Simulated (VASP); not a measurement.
Here is the system:

```
CELL_PARAMETERS angstrom
      0.00000     2.11225     2.11225
      2.11225     0.00000     2.11225
      2.11225     2.11225     0.00000
ATOMIC_POSITIONS crystal
  Si 0.00000 0.00000 0.00000
  C  0.25000 0.25000 0.25000
```

The numbers are results of r2SCAN meta-GGA, VASP's PBE PAW potentials (set 64) (plane waves; VASP), not measurements. Numerical set-up: 600 eV cut-off, 10×10×10 Γ-centred mesh, Gaussian smearing of 0.050 eV, potentials Si C.

Q: Give the stress tensor in GPa (positive for a compressed cell).

A: 
```
24.54   0.00   0.00
 0.00  24.54   0.00
 0.00   0.00  24.54
```
The pressure is its mean diagonal, 24.54 GPa.

The compound is SiC in the zinc blende structure. This cell was strained or had an atom moved on purpose.
